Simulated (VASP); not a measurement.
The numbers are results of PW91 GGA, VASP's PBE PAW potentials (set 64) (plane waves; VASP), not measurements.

VASP input:

### KPOINTS
```
Regular mesh
0
gamma
7 7 7
```

INCAR:
```
! general
SYSTEM  = HfO2
PREC    = Accurate
ENCUT   = 520
LREAL   = .FALSE.
LASPH   = .TRUE.   ! aspherical one-centre terms

! electronic loop
EDIFF   = 1E-6   ! SCF stop (eV)
NELM    = 100   ! most electronic steps
ALGO    = Normal   ! blocked Davidson
LMAXMIX = 6   ! l cut-off of mixed one-centre charges

! smearing
ISMEAR  = 0   ! Gaussian
SIGMA   = 0.05   ! width (eV)

! functional
GGA     = 91

! ions
IBRION  = 2   ! conjugate gradients
NSW     = 60   ! most ionic steps
ISIF    = 3
EDIFFG  = -0.02

! output
LWAVE   = .FALSE.
LCHARG  = .FALSE.
```

**POSCAR**
```
HfO2
1
   -0.0000000000     2.5363013528     2.5363013528
    2.5363013528    -0.0000000000     2.5363013528
    2.5363013528     2.5363013528    -0.0000000000
Hf O
1 2
Direct
  0.0000000000   0.0000000000   0.0000000000
  0.2500000000   0.2500000000   0.2500000000
  0.7500000000   0.7500000000   0.7500000000
```

POTCAR, in this order: Hf_pv O (PBE.64 set). Program: vasp_std.

Question: What will the output report for the number of irreducible k-points (NKPTS), largest plane-wave count, number of space-group operations, FFT grid (NGX, NGY, NGZ)?

Answer: 
```json
{
 "number of irreducible k-points (NKPTS)": "20",
 "largest_plane_wave_count": "893",
 "number_of_space_group_operations": "48",
 "FFT grid (NGX, NGY, NGZ)": "28 × 28 × 28"
}
```

The compound is HfO2 in the fluorite structure, the high-temperature cubic form, which is unstable at 0 K; the monoclinic form is the stable one. It was relaxed first. The start is the result of an earlier pass.
